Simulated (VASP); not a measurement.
Method: LDA (Ceperley-Alder, Perdew-Zunger), VASP's LDA PAW potentials (set 64) (plane waves; VASP).

The input files of a VASP run:

POSCAR:
```
TiOs
1
    3.0846300000     0.0000000000     0.0000000000
    0.0000000000     3.0846300000     0.0000000000
    0.0000000000     0.0000000000     3.0846300000
Ti Os
1 1
Direct
  0.5000000000   0.5000000000   0.5000000000
  0.0000000000   0.0000000000   0.0000000000
```

INCAR:
```
# general
SYSTEM    =  TiOs
PREC      =  Accurate
ENCUT     =  300
LREAL     =  F
LASPH     =  T

# electronic loop
EDIFF     =  1E-8
NELM      =  100
ALGO      =  Normal
LMAXMIX   =  6

# smearing
ISMEAR    =  0
SIGMA     =  0.1

# ions
IBRION    =  8
NSW       =  1
ISIF      =  2

# output
LWAVE     =  F
LCHARG    =  F

# other
LEPSILON  =  F
```

### KPOINTS
```
kpoints
0
Gamma
14 14 14
0 0 0
```

POTCAR, in this order: Ti_sv Os (LDA.64 set). Program: vasp_std.

At this cut-off the stress carries a Pulay error, which pulls relaxed volumes low. Unless said otherwise, spin-orbit coupling is left out, though it shifts the bands of the heavy elements here.

Task: What does the run give for the energy per atom (σ→0), pressure, band gap (on the k-mesh)?

Result: 
```json
{
  "energy per atom (σ→0)": "-11.300 eV/atom",
  "band gap (on the k-mesh)": "none (metal, semimetal or under 0.01 eV)",
  "pressure": "-12.00 GPa"
}
```

OSZICAR:
```
...
RMM:   5    -0.215293460849E+00   -0.32669E-04   -0.11400E-04 17563   0.520E-02    0.107E-02
RMM:   6    -0.215308254870E+00   -0.14794E-04   -0.11828E-05 16967   0.219E-02    0.350E-03
RMM:   7    -0.215309692746E+00   -0.14379E-05   -0.26308E-06 18672   0.874E-03    0.113E-03
RMM:   8    -0.215300384530E+00    0.93082E-05   -0.13783E-06 18472   0.328E-03    0.379E-04
RMM:   9    -0.215297675505E+00    0.27090E-05    0.20697E-07 18893   0.140E-03    0.861E-05
RMM:  10    -0.215297399945E+00    0.27556E-06    0.29679E-07 19165   0.661E-04    0.444E-05
RMM:  11    -0.215297403625E+00   -0.36798E-08    0.70789E-12 19371   0.344E-04    0.242E-05
 Linear response finished
```

The structure comes from a computed database's TiOs entry (Pm-3m); how it stands against other phases isn't given here. The cell was not relaxed at this level. The run is one of a series of settings (EDIFF = 1E-8, GGA removed, IBRION = 8, LEPSILON = .FALSE., NSW = 1, POTCAR Ti_sv Os (LDA.64 set) against the base run), some of them coarse on purpose.
